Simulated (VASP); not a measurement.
GW runs with VASP on AlP (zinc blende), on PBE orbitals with a Kohn-Sham gap of 1.56 eV on the mesh.

Space group F-43m (No. 216); a = b = c = 5.460 Å, α = β = γ = 90.00°

```csv
atom,site,symmetry,x,y,z
Al,4a,-43m,0.0000,0.0000,0.0000
P,4d,-43m,0.7500,0.7500,0.7500
```
(The calculation used a cell of 2 atoms; values per cell refer to that cell.)

Settings: PREC = Normal, 350 eV cut-off, 4×4×4 Γ-centred mesh, Gaussian smearing of 0.010 eV, potentials Al_GW P_GW.

The mesh is coarse and the basis finite, so the quasiparticle values are not converged.

```
run                   level  NBANDS  ENCUTGW (eV)  QP gap (eV)  smallest direct QP gap (eV)
-----  --------------------  ------  ------------  -----------  ---------------------------
run 1   G0W0@PBE, 1 step(s)      64           150         2.20                         4.18
run 2   G0W0@PBE, 1 step(s)     160           200         2.32                         4.24
run 3  evGW0@PBE, 4 step(s)     160           200            …                            …
```

Question: What belongs in the gaps?

Answer: 
- run 3, QP gap (eV): 2.46
- run 3, smallest direct QP gap (eV): 4.42

Left out are failed runs and those that VASP or the mesh makes unfit.

The compound is AlP in the zinc blende structure. The cell was not relaxed at this level.
